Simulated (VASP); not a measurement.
An input for Ansatz (written as the equivalent of a VASP run, and not itself run):

Ansatz 0.2 input:
```yaml
crystal:
  lattice:
    - [0.0000000, 3.2700000, 3.2700000]
    - [3.2700000, 0.0000000, 3.2700000]
    - [3.2700000, 3.2700000, 0.0000000]
  atoms:
    - { symbol: Na, position: [0.2500000, 0.2500000, 0.2500000] }
    - { symbol: Na, position: [0.7500000, 0.7500000, 0.7500000] }
    - { symbol: S, position: [0.0000000, 0.0000000, 0.0000000] }
kpoints:
  mp_grid: { grid: [5, 5, 5] }
hamiltonian:
  xc: pbe
  pseudopotentials: { kind: paw }
scf:
  occupations: { method: gaussian, width: 0.05 }
  max_iter: 100
relax:
  max_steps: 60
  f_tol: 0.02
  cell: {}
output: { forces: true, stress: true, eigenvalues: true }
```

Problem. Translate this input to VASP (INCAR, KPOINTS, POSCAR, choice of POTCAR).

Solution. Several could match; the one computed here: 
KPOINTS:
```
Regular mesh
0
gamma
  5 5 5
0 0 0
```

INCAR:
```
# general
SYSTEM=Na2S
PREC  =Accurate
ENCUT =400   # plane-wave cut-off (eV)
LREAL =.False.
LASPH =.True.

# electronic loop
EDIFF =1E-6
NELM  =100   # most electronic steps
ALGO  =Normal   # blocked Davidson

# smearing
ISMEAR=0   # Gaussian
SIGMA =0.05   # width (eV)

# functional
GGA   =PE   # PBE

# ions
IBRION=2   # conjugate gradients
NSW   =60
ISIF  =3   # ions, shape and volume
EDIFFG=-0.02   # ionic stop

# output
LWAVE =.False.
LCHARG=.False.
```

File POSCAR:
```
Na2S
1.0
  0.0000000000   3.2700000000   3.2700000000
  3.2700000000   0.0000000000   3.2700000000
  3.2700000000   3.2700000000   0.0000000000
Na S
2 1
Direct
  0.2500000000   0.2500000000   0.2500000000
  0.7500000000   0.7500000000   0.7500000000
  0.0000000000   0.0000000000   0.0000000000
```

POTCAR, in this order: Na_pv S (PBE.64 set). Program: vasp_std.

Limits of the translation: each code has its own PAW files, so the cut-off isn't converted (ENCUT is set for VASP's; basis.ecutwfc is left out, and Ansatz then takes the one that its files recommend); Ansatz stops its SCF on the density residual and VASP on the energy change (EDIFF).

The compound is Na2S in the antifluorite structure. This run relaxes it. Symmetry was kept, so distortions that lower it aren't found. The start is the result of an earlier pass.
